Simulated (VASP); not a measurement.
An input for Quantum ESPRESSO's pw.x (written as the equivalent of a VASP run, and not itself run):

```
&CONTROL
  calculation = 'vc-relax'
  pseudo_dir = './pseudo'
  outdir = './out'
  tprnfor = .true.
  tstress = .true.
  nstep = 60
  forc_conv_thr = 0.00039
/
&SYSTEM
  ibrav = 0
  nat = 2
  ntyp = 2
  ecutwfc = 84
  occupations = 'smearing'
  smearing = 'methfessel-paxton'
  degauss = 0.00735
  input_dft = 'revpbe'
/
&ELECTRONS
  conv_thr = 7.3e-08
  electron_maxstep = 100
/
&IONS
/
&CELL
/
ATOMIC_SPECIES
  In 114.818 In.upf
  As 74.922 As.upf
CELL_PARAMETERS angstrom
     0.0000000    3.1189040    3.1189040
     3.1189040   -0.0000000    3.1189040
     3.1189040    3.1189040   -0.0000000
ATOMIC_POSITIONS crystal
  In   0.0000000  0.0000000  0.0000000
  As   0.2500000  0.2500000  0.2500000
K_POINTS automatic
  9 9 9 0 0 0
```

**Question.** Translate this input to VASP (INCAR, KPOINTS, POSCAR, choice of POTCAR).

**Answer.** This is not unique; one that fits is 
**POSCAR**
```
InAs
1.0
  0.0000000000   3.1189039521   3.1189039521
  3.1189039521   0.0000000000   3.1189039521
  3.1189039521   3.1189039521   0.0000000000
In As
1 1
Direct
  0.0000000000   0.0000000000   0.0000000000
  0.2500000000   0.2500000000   0.2500000000
```

INCAR:
```
SYSTEM = InAs
PREC = Accurate; ENCUT = 520; LREAL = .FALSE.
LASPH = .TRUE.
EDIFF = 1E-6; NELM = 100; ALGO = Normal
LMAXMIX = 4
ISMEAR = 1; SIGMA = 0.1
GGA = RE
IBRION = 2; NSW = 60; ISIF = 3
EDIFFG = -0.01
LWAVE = .FALSE.; LCHARG = .FALSE.
```

### KPOINTS
```
Automatic mesh
0
Gamma
9 9 9
0 0 0
```

POTCAR, in this order: In_d As (PBE.64 set). Program: vasp_std.

Limits of the translation: the potentials are each code's own (VASP's PAW set, PseudoDojo norm-conserving files in pw.x), so ENCUT and ecutwfc are chosen apart and not converted; conv_thr bounds pw.x's estimated SCF error, while EDIFF bounds the energy change between steps; forc_conv_thr acts on force components and is met together with etot_conv_thr.

The compound is InAs in the zinc blende structure. It was relaxed first, which changed the volume by +9 %. The start is the result of an earlier pass.
